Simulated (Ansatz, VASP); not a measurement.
# YMg6V: VASP beside Ansatz

```
Y V Mg
1.0
     5.09273    0.00000    0.00000
     0.00000    3.25403    5.60019
     0.00000   -3.25403    5.60019
Y V Mg
1 1 6
Direct
  0.00000 0.82652 0.82652
  0.50000 0.66756 0.66756
  0.50000 0.16561 0.16561
  0.50000 0.66439 0.17398
  0.50000 0.17398 0.66439
  0.00000 0.33775 0.33775
  0.00000 0.82224 0.34195
  0.00000 0.34195 0.82224
```

The cell comes from a database or a generator and needn't be the stable form of this composition.

Alike in both runs: task single point; functional PBEsol; k mesh 5 × 5 × 5; occupations gaussian, width 0.05 eV; collinear spin, ferromagnetic start.

|  | VASP | Ansatz |
| --- | --- | --- |
| version | VASP 6.6.1 | Ansatz 0.2.0 |
| potentials or method | VASP PAW PBE potentials, release 64 (Y_sv, V_sv, Mg_pv) | Ansatz PAW |
| plane-wave cutoff (eV) | 520 | 420 |
| valence electrons in the cell | 72 | 84 |

```tsv
	VASP	Ansatz	Ansatz less VASP
gap on the k mesh at the Fermi level (eV)	none	none	-
pressure (GPa)	-1.2	-1.1	+0.10
largest component of the traceless stress (GPa)	0.13	0.14	+0.002
rms of the force components (eV/Å)	0.030	0.030	+0.0005
net moment per atom (μB)	0.44	0.44	-0.001
size of the moment on the site where the two differ most (μB)	2.61	2.78	+0.165
```

Site moments also hang on the region over which each program counts them. Atom by atom the forces differ by 0.001 eV/Å (rms over components). A gap of «none» marks a metal or a gap that the smearing closes. The two sets of potentials don't hold the same shells in valence.

Caveats: the PAW data sets were made with another functional, which shifts forces and pressure a little (VASP); the PAW data sets come from PBE, with cores solved anew for the run's functional, which leaves a small shift of forces and pressure (Ansatz).
